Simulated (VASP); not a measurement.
Method: PBEsol GGA, VASP's PBE PAW potentials (set 64) (plane waves; VASP 6.6.1).

A VASP calculation is set up with these files.

INCAR:
```
# general
SYSTEM   =  MgZn3Te4
PREC     =  Accurate
ENCUT    =  400
LREAL    =  .False.
LASPH    =  .True.

# electronic loop
EDIFF    =  1E-7
NELM     =  100
ALGO     =  Normal
LMAXMIX  =  4

# smearing
ISMEAR   =  -5

# functional
GGA      =  PS

# ions
ISIF     =  2

# output
LWAVE    =  .False.
LCHARG   =  .True.
LORBIT   =  11
NEDOS    =  601

# other
LEFG     =  .True.
```

**POSCAR**
```
MgZn3Te4
1
   -0.0000000000     3.0700525078     3.0700525078
    3.0700525078    -0.0000000000     3.0700525078
   12.3412369912    12.3412369912    -0.0610269601
Zn Te Mg
3 4 1
Direct
  0.9905806601   0.9905806601   0.0070645049
  0.9998225003   0.9998225003   0.2501331247
  0.0090722254   0.0090722254   0.4931958309
  0.2452391834   0.2452391834   0.0660706125
  0.2541680507   0.2541680507   0.3093739620
  0.2627389827   0.2627389827   0.5529457629
  0.2358147638   0.2358147638   0.8231389272
  0.0025636336   0.0025636336   0.7480772748
```

KPOINTS:
```
Automatic mesh
0
Gamma
7 7 2
0 0 0
```

POTCAR, in this order: Zn Te Mg (PBE.64 set). Program: vasp_std.

The run wrote:

### OUTCAR
```
 ion  position               nearest neighbor table
   1  0.991  0.991  0.007-   7 2.63   4 2.64   4 2.64   4 2.64
   2  1.000  1.000  0.250-   4 2.63   5 2.65   5 2.65   5 2.65
   3  0.009  0.009  0.493-   5 2.63   6 2.65   6 2.65   6 2.65
   4  0.245  0.245  0.066-   2 2.63   1 2.64   1 2.64   1 2.64
   5  0.254  0.254  0.309-   3 2.63   2 2.65   2 2.65   2 2.65
   6  0.263  0.263  0.553-   3 2.65   3 2.65   3 2.65   8 2.79
   7  0.236  0.236  0.823-   1 2.63   8 2.73   8 2.73   8 2.73
   8  0.003  0.003  0.748-   7 2.73   7 2.73   7 2.73   6 2.79
  LATTYP: Found a trigonal (rhomboedric) cell.
 ALAT       =    14.5039222706
 COS(alpha) =     0.9551955986
 Subroutine PRICEL returns:
 Original cell was already a primitive cell.
 Subroutine GETGRP returns: Found  6 space group operations
The static configuration has the point symmetry C_3v.
The dynamic configuration has the point symmetry C_3v.
 Subroutine INISYM returns: Found  6 space group operations
 Subroutine IBZKPT returns following result:
 Found     32 irreducible k-points:

 Following reciprocal coordinates:
            Coordinates               Weight
  0.000000  0.000000  0.000000      1.000000
  0.142857  0.000000 -0.000000      4.000000
  0.285714  0.000000 -0.000000      4.000000
  0.428571  0.000000  0.000000      4.000000
  0.142857  0.142857 -0.000000      2.000000
  0.285714  0.142857 -0.000000      4.000000
  0.428571  0.142857 -0.000000      4.000000
 -0.428571  0.142857 -0.000000      4.000000
 -0.285714  0.142857  0.000000      4.000000
 -0.142857  0.142857  0.000000      2.000000
  0.285714  0.285714 -0.000000      2.000000
  0.428571  0.285714 -0.000000      4.000000
 -0.428571  0.285714 -0.000000      4.000000
 -0.285714  0.285714  0.000000      2.000000
  0.428571  0.428571 -0.000000      2.000000
 -0.428571  0.428571  0.000000      2.000000
  0.000000  0.000000  0.500000      1.000000
...
```

### OSZICAR
```
       N       E                     dE             d eps       ncg     rms          rms(c)
DAV:   1     0.341987860089E+03    0.34199E+03   -0.22593E+04  2368   0.135E+03
DAV:   2     0.638548729082E+01   -0.33560E+03   -0.32534E+03  2576   0.310E+02
DAV:   3    -0.244677384087E+02   -0.30853E+02   -0.30616E+02  2722   0.101E+02
DAV:   4    -0.253603062634E+02   -0.89257E+00   -0.89121E+00  2834   0.164E+01
DAV:   5    -0.253835789961E+02   -0.23273E-01   -0.23271E-01  3054   0.239E+00    0.866E+00
DAV:   6    -0.245633248692E+02    0.82025E+00   -0.28025E+00  2909   0.323E+01    0.646E+00
DAV:   7    -0.245238695575E+02    0.39455E-01   -0.13847E+00  2653   0.619E+00    0.275E+00
DAV:   8    -0.245247429720E+02   -0.87341E-03   -0.49291E-02  2959   0.185E+00    0.108E+00
DAV:   9    -0.245211489922E+02    0.35940E-02   -0.22733E-02  2894   0.190E+00    0.363E-01
DAV:  10    -0.245203393347E+02    0.80966E-03   -0.80550E-03  3008   0.123E+00    0.992E-02
DAV:  11    -0.245203868204E+02   -0.47486E-04   -0.13787E-03  2608   0.562E-01    0.627E-02
DAV:  12    -0.245203696338E+02    0.17187E-04   -0.36925E-04  2989   0.281E-01    0.329E-02
DAV:  13    -0.245203833483E+02   -0.13715E-04   -0.59288E-05  2703   0.565E-02    0.261E-02
DAV:  14    -0.245203881940E+02   -0.48457E-05   -0.25262E-05  2578   0.493E-02    0.843E-03
DAV:  15    -0.245203885404E+02   -0.34636E-06   -0.29782E-06  2685   0.202E-02    0.328E-03
DAV:  16    -0.245203887129E+02   -0.17244E-06   -0.48513E-07  2635   0.735E-03    0.142E-03
DAV:  17    -0.245203887573E+02   -0.44417E-07   -0.23724E-07  2225   0.280E-03
   1 F= -.24520389E+02 E0= -.24520389E+02  d E =0.000000E+00
```

### OUTCAR
```
------------------------ aborting loop because EDIFF is reached ----------------------------------------
  FORCE on cell =-STRESS in cart. coord.  units (eV):
  Direction    XX          YY          ZZ          XY          YZ          ZX
  --------------------------------------------------------------------------------------
  Total        0.0478287      0.0478287      0.0478287      0.0184703     -0.0184703     -0.0184703
  in kB        0.3285843      0.3285843      0.3285843      0.1268910     -0.1268910     -0.1268910
  external PRESSURE =       0.3285843 kB  Pullay stress =       0.0000000 kB
  volume of cell :      233.21
      direct lattice vectors                 reciprocal lattice vectors
     0.000000000  3.070052508  3.070052508    -0.162461980  0.163265348  0.162461980
     3.070052508  0.000000000  3.070052508     0.163265348 -0.162461980  0.162461980
    12.341236991 12.341236991 -0.061026960     0.040414653  0.040414653 -0.040414653
 POSITION                                       TOTAL-FORCE (eV/Angst)
 -----------------------------------------------------------------------------------
      3.12832      3.12832      6.08184         0.002181      0.002181     -0.002181
      6.15646      6.15646      6.12375        -0.001544     -0.001544      0.001544
      6.11450      6.11450      0.02561        -0.008467     -0.008467      0.008467
      1.56829      1.56829      1.50176         0.004430      0.004430     -0.004430
      4.59837      4.59837      1.54174        -0.003353     -0.003353      0.003353
      7.63066      7.63066      1.57950         0.002427      0.002427     -0.002427
     10.88252     10.88252      1.39769         0.005181      0.005181     -0.005181
      9.24007      9.24007     -0.02991        -0.000854     -0.000854      0.000854
 -----------------------------------------------------------------------------------
    total drift:                                0.000011      0.000011      0.000034
  FREE ENERGIE OF THE ION-ELECTRON SYSTEM (eV)
  ---------------------------------------------------
  free  energy   TOTEN  =       -24.5203887573 eV

  energy  without entropy=      -24.5203887573  energy(sigma->0) =      -24.52038876

 total charge

# of ion       s       p       d       tot
------------------------------------------
    1        0.556   0.429   9.759  10.744
    2        0.558   0.434   9.757  10.750
    3        0.556   0.430   9.759  10.746
    4        1.347   2.063   0.029   3.438
    5        1.346   2.064   0.029   3.439
    6        1.345   2.083   0.023   3.451
    7        1.341   2.157   0.017   3.515
    8        0.181   0.143   0.027   0.351
--------------------------------------------------
tot          7.230   9.804  29.400  46.433

 Electric field gradients after diagonalization (V/A^2)
 (convention: |V_zz| > |V_xx| > |V_yy|)
----------------------------------------------------------------------
 ion       V_xx      V_yy      V_zz     asymmetry (V_yy - V_xx)/ V_zz
----------------------------------------------------------------------
   1      -0.856    -0.834     1.689       0.013
   2       1.442     1.428    -2.870       0.005
   3       2.375     2.353    -4.728       0.005
   4      10.323    10.323   -20.645       0.000
   5       9.563     9.563   -19.127       0.000
   6      52.355    52.355  -104.711       0.000
   7     -80.058   -80.058   160.115       0.000
   8      -0.096    -0.096     0.191       0.000
```
(Selected blocks of OUTCAR.)

The structure was generated: MgZn3Te4 was put into an ordered model structure (R3m), which need not be its known phase. It was relaxed first.
